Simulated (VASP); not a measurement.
Calculation: G0W0 on PBE orbitals, VASP's PBE PAW potentials (set 64) (plane waves; VASP).

VASP ran on this input.

**KPOINTS**
```
Automatic mesh
0
Gamma
4 4 4
0 0 0
```

**POSCAR**
```
MgS
5.20
  0.0000000000   0.5000000000   0.5000000000
  0.5000000000   0.0000000000   0.5000000000
  0.5000000000   0.5000000000   0.0000000000
Mg S
1 1
Direct
  0.0000000000   0.0000000000   0.0000000000
  0.5000000000   0.5000000000   0.5000000000
```

**INCAR**
```
! general
SYSTEM     =MgS
PREC       =Normal
ENCUT      =500   ! plane-wave cut-off (eV)
LREAL      =.FALSE.   ! projection in real space or not
LASPH      =.TRUE.   ! aspherical one-centre terms
NBANDS     =160

! electronic loop
ALGO       =EVGW0

! smearing
ISMEAR     =0
SIGMA      =0.01

! functional
GGA        =PE   ! PBE

! output
LWAVE      =.FALSE.
LCHARG     =.FALSE.

! other
NELMGW     =1
NOMEGA     =64
ENCUTGW    =200
NBANDSGW   =16
LSPECTRALGW=.TRUE.
```

POTCAR, in this order: Mg_sv_GW S_GW (PBE.64 set). Program: vasp_std. Read from the step before: WAVECAR, WAVEDER.

What VASP printed:

**OSZICAR**
```
energies w=
    0.000    0.000    1.175    0.000    2.347    0.000    3.514    0.000
    4.673    0.000    5.824    0.000    6.963    0.000    8.091    0.000
    9.204    0.000   10.304    0.000   11.388    0.000   12.459    0.000
   13.514    0.000   14.556    0.000   15.585    0.000   16.602    0.000
   17.608    0.000   18.605    0.000   19.593    0.000   20.575    0.000
   21.552    0.000   22.527    0.000   23.500    0.000   24.475    0.000
   25.453    0.000   26.436    0.000   27.428    0.000   28.430    0.000
   29.445    0.000   30.477    0.000   31.527    0.000   32.601    0.000
   33.701    0.000   34.832    0.000   35.997    0.000   37.203    0.000
   38.454    0.000   39.757    0.000   41.119    0.000   42.547    0.000
   44.051    0.000   45.642    0.000   47.330    0.000   49.131    0.000
   51.060    0.000   53.138    0.000   55.386    0.000   57.832    0.000
   60.511    0.000   63.461    0.000   66.734    0.000   70.390    0.000
   74.509    0.000   79.190    0.000   84.563    0.000   90.800    0.000
   98.131    0.000  106.877    0.000  117.492    0.000  130.643    0.000
  147.355    0.000  169.282    0.000  199.279    0.000  242.740    0.000
NQ=   1    0.0000    0.0000    0.0000,
 performed        196000 updates of chi_q(r,r)
NQ=   2    0.2500    0.0000    0.0000,
 performed        576000 updates of chi_q(r,r)
NQ=   3    0.5000    0.0000    0.0000,
 performed        864000 updates of chi_q(r,r)
NQ=   4    0.2500    0.2500    0.0000,
 performed       1209000 updates of chi_q(r,r)
NQ=   5    0.5000    0.2500    0.0000,
 performed       1671000 updates of chi_q(r,r)
NQ=   6   -0.2500    0.2500    0.0000,
 performed       2082000 updates of chi_q(r,r)
NQ=   7    0.5000    0.5000    0.0000,
 performed       2350000 updates of chi_q(r,r)
NQ=   8   -0.2500    0.5000    0.2500,
 performed       2700000 updates of chi_q(r,r)
 resolving degeneracies of screened two electron integrals
```

OUTCAR:
```


 k-point   1 :       0.0000    0.0000    0.0000
  band No.  KS-energies  QP-energies   sigma(KS)   V_xc(KS)     V^pw_x(r,r')   Z            occupation Imag(sigma)

      1     -70.6516     -80.5187     -47.2562     -33.7301     -56.4677       0.7295       2.0000       0.7199
      2     -37.4070     -43.3244     -40.9482     -33.1153     -48.6204       0.7554       2.0000       0.4462
      3     -37.4070     -43.3244     -40.9482     -33.1153     -48.6204       0.7554       2.0000       0.4462
      4     -37.4070     -43.3244     -40.9482     -33.1153     -48.6204       0.7554       2.0000       0.4462
      5      -8.5820      -9.7336     -14.3559     -12.7631     -21.0326       0.7231       2.0000       1.8817
      6       4.0977       3.0610     -14.7914     -13.4467     -16.4462       0.7710       2.0000       0.2239
      7       4.0977       3.0610     -14.7914     -13.4467     -16.4462       0.7710       2.0000       0.2239
      8       4.0977       3.0610     -14.7914     -13.4467     -16.4462       0.7710       2.0000       0.2239
      9       7.8181       8.2956     -10.4054     -11.0042      -6.3108       0.7972       0.0000      -0.2382
     10      11.9965      12.5496      -8.8026      -9.5000      -4.3908       0.7932       0.0000      -0.2975
     11      11.9965      12.5496      -8.8026      -9.5000      -4.3908       0.7932       0.0000      -0.2975
     12      11.9965      12.5496      -8.8026      -9.5000      -4.3908       0.7932       0.0000      -0.2975
     13      14.3503      15.0975      -9.7579     -10.7166      -4.8438       0.7793       0.0000      -0.4033
     14      14.3503      15.0975      -9.7579     -10.7166      -4.8438       0.7793       0.0000      -0.4033
     15      16.6278      16.7378      -7.1210      -7.2611      -1.8250       0.7854       0.0000      -0.6258
     16      17.3513      17.9802      -9.6414     -10.4533      -3.9550       0.7745       0.0000      -0.7209

 k-point   2 :       0.2500    0.0000    0.0000
  band No.  KS-energies  QP-energies   sigma(KS)   V_xc(KS)     V^pw_x(r,r')   Z            occupation Imag(sigma)

      1     -70.6514     -80.5494     -47.2560     -33.7304     -56.4678       0.7318       2.0000       0.7200
      2     -37.4104     -43.2470     -40.9429     -33.1054     -48.6125       0.7447       2.0000       0.4476
      3     -37.4075     -43.3206     -40.9468     -33.1142     -48.6186       0.7549       2.0000       0.4462
      4     -37.4075     -43.3206     -40.9468     -33.1142     -48.6186       0.7549       2.0000       0.4462
      5      -8.0164      -9.1118     -14.5755     -13.0578     -21.1255       0.7217       2.0000       1.7563
      6       1.2804       0.1152     -13.5054     -11.9721     -15.7840       0.7599       2.0000       0.3305
      7       3.7736       2.7103     -14.5627     -13.1825     -16.2832       0.7704       2.0000       0.2327
      8       3.7736       2.7103     -14.5627     -13.1825     -16.2832       0.7704       2.0000       0.2327
      9       9.0518       9.5137      -9.6302     -10.2099      -5.5099       0.7967       0.0000      -0.2521
     10      11.8766      12.5116      -9.4770     -10.2805      -5.0031       0.7902       0.0000      -0.3156
     11      11.8766      12.5116      -9.4770     -10.2805      -5.0031       0.7902       0.0000      -0.3156
     12      12.3886      12.9842     -10.4586     -11.2246      -5.7055       0.7775       0.0000      -0.3563
     13      14.3185      14.9639      -9.3957     -10.2203      -4.4512       0.7826       0.0000      -0.4194
     14      14.3185      14.9639      -9.3957     -10.2203      -4.4512       0.7826       0.0000      -0.4194
     15      16.0053      16.4593      -8.9313      -9.5137      -3.4253       0.7795       0.0000      -0.6420
     16      21.2092      21.9582      -9.7166     -10.6650      -3.6238       0.7898       0.0000      -1.0494

 k-point   3 :       0.5000    0.0000    0.0000
  band No.  KS-energies  QP-energies   sigma(KS)   V_xc(KS)     V^pw_x(r,r')   Z            occupation Imag(sigma)

      1     -70.6504     -80.6851     -47.2555     -33.7302     -56.4674       0.7419       2.0000       0.7200
      2     -37.4138     -43.2209     -40.9368     -33.0957     -48.6037       0.7406       2.0000       0.4490
      3     -37.4080     -43.3107     -40.9453     -33.1129     -48.6167       0.7536       2.0000       0.4461
      4     -37.4080     -43.3107     -40.9453     -33.1129     -48.6167       0.7536       2.0000       0.4461
      5      -7.2614      -8.2722     -15.0187     -13.5997     -21.4043       0.7124       2.0000       1.5908
      6      -0.7524      -2.0475     -12.7979     -11.0643     -15.7849       0.7471       2.0000       0.4844
      7       3.5033       2.4137     -14.4182     -13.0008     -16.2143       0.7687       2.0000       0.2420
      8       3.5033       2.4137     -14.4182     -13.0008     -16.2143       0.7687       2.0000       0.2420
      9       8.6321       9.0537      -9.1528      -9.6803      -5.1872       0.7993       0.0000      -0.2392
     10      10.9743      11.6092      -9.6217     -10.4252      -5.3126       0.7901       0.0000      -0.2907
     11      10.9743      11.6092      -9.6217     -10.4252      -5.3126       0.7901       0.0000      -0.2907
     12      14.2338      14.9338     -11.0477     -11.9591      -5.5316       0.7681       0.0000      -0.5388
     13      16.2528      16.6226      -8.8617      -9.3418      -3.3333       0.7702       0.0000      -0.6151
     14      18.2693      19.1481     -10.5511     -11.6906      -4.8233       0.7713       0.0000      -0.6730
     15      18.2693      19.1481     -10.5511     -11.6906      -4.8233       0.7713       0.0000      -0.6730
     16      19.6399      20.0341      -8.4260      -8.9278      -2.5866       0.7856       0.0000      -0.8911

 k-point   4 :       0.2500    0.2500    0.0000
  band No.  KS-energies  QP-energies   sigma(KS)   V_xc(KS)     V^pw_x(r,r')   Z            occupation Imag(sigma)

      1     -70.6502     -80.7023     -47.2556     -33.7298     -56.4670       0.7432       2.0000       0.7199
      2     -37.4090     -43.3061     -40.9444     -33.1099     -48.6156       0.7527       2.0000       0.4469
      3     -37.4090     -43.3061     -40.9444     -33.1099     -48.6156       0.7527       2.0000       0.4469
      4     -37.4090     -43.3061     -40.9444     -33.1099     -48.6156       0.7527       2.0000       0.4469
      5      -7.8405      -8.9150     -14.6351     -13.1431     -21.1446       0.7202       2.0000       1.7177
      6       1.5389       0.3949     -13.6013     -12.0975     -15.7909       0.7608       2.0000       0.3149
      7       3.1247       2.0180     -14.2587     -12.8189     -16.1376       0.7686       2.0000       0.2529
      8       3.1247       2.0180     -14.2587     -12.8189     -16.1376       0.7686       2.0000       0.2529
      9       9.0941       9.6530     -10.2149     -10.9187      -6.0778       0.7942       0.0000      -0.2575
     10       9.6881      10.0910      -8.2942      -8.7972      -4.2372       0.8008       0.0000      -0.2519
     11      12.3224      12.9297     -10.5096     -11.2917      -5.7214       0.7764       0.0000      -0.3633
     12      14.2409      14.8906      -9.8073     -10.6411      -4.8350       0.7792       0.0000      -0.4208
     13      14.2409      14.8906      -9.8073     -10.6411      -4.8350       0.7792       0.0000      -0.4208
     14      15.3228      16.1023      -9.9458     -10.9469      -4.8005       0.7787       0.0000      -0.4720
     15      19.4535      20.1038      -9.4510     -10.2794      -3.5838       0.7850       0.0000      -0.8964
     16      19.4535      20.1038      -9.4510     -10.2794      -3.5838       0.7850       0.0000      -0.8964

 k-point   5 :       0.5000    0.2500    0.0000
  band No.  KS-energies  QP-energies   sigma(KS)   V_xc(KS)     V^pw_x(r,r')   Z            occupation Imag(sigma)

      1     -70.6505     -80.6687     -47.2555     -33.7305     -56.4673       0.7407       2.0000       0.7200
      2     -37.4125     -43.2388     -40.9381     -33.0996     -48.6069       0.7433       2.0000       0.4486
      3     -37.4093     -43.3001     -40.9431     -33.1093     -48.6145       0.7520       2.0000       0.4470
      4     -37.4093     -43.3001     -40.9431     -33.1093     -48.6145       0.7520       2.0000       0.4470
      5      -7.0997      -8.0975     -15.0592     -13.6614     -21.3990       0.7138       2.0000       1.5536
      6       0.0425      -1.2125     -13.0353     -11.3662     -15.7546       0.7519       2.0000       0.4156
      7       1.8840       0.7261     -13.5115     -11.9956     -15.6349       0.7638       2.0000       0.2980
      8       2.8889       1.7658     -14.1626     -12.6944     -16.1078       0.7650       2.0000       0.2617
      9       8.4890       8.9956      -9.5636     -10.1976      -5.5874       0.7991       0.0000      -0.2406
     10      10.8191      11.3392      -9.8484     -10.5078      -5.5489       0.7886       0.0000      -0.2871
     11      12.8925      13.4555      -9.8548     -10.5774      -5.0332       0.7791       0.0000      -0.3764
     12      13.0348      13.7368     -10.0346     -10.9325      -5.2545       0.7817       0.0000      -0.3775
     13      16.7600      17.4373     -10.5503     -11.4335      -4.7581       0.7668       0.0000      -0.6934
     14      18.4591      19.3036     -10.3606     -11.4553      -4.6020       0.7715       0.0000      -0.6926
     15      19.6566      20.1490      -8.7183      -9.3442      -2.9272       0.7867       0.0000      -0.8736
     16      20.3919      20.9258      -9.1712      -9.8505      -3.1410       0.7858       0.0000      -0.9800

 k-point   6 :      -0.2500    0.2500    0.0000
  band No.  KS-energies  QP-energies   sigma(KS)   V_xc(KS)     V^pw_x(r,r')   Z            occupation Imag(sigma)

      1     -70.6506     -80.5729     -47.2557     -33.7303     -56.4674       0.7336       2.0000       0.7200
      2     -37.4099     -43.2652     -40.9427     -33.1073     -48.6131       0.7473       2.0000       0.4472
      3     -37.4099     -43.2652     -40.9427     -33.1073     -48.6131       0.7473       2.0000       0.4472
      4     -37.4099     -43.2652     -40.9427     -33.1073     -48.6131       0.7473       2.0000       0.4472
      5      -7.3390      -8.3588     -14.9209     -13.4911     -21.3171       0.7133       2.0000       1.6065
...
```
(Selected blocks of OUTCAR.)

The mesh is coarse and the basis finite, so the quasiparticle values are not converged.

The compound is MgS in the rock salt structure. The cell was not relaxed at this level. The k-mesh is coarse (spacing up to 0.52 per Å, 2π included), so the numbers may not be converged in it.
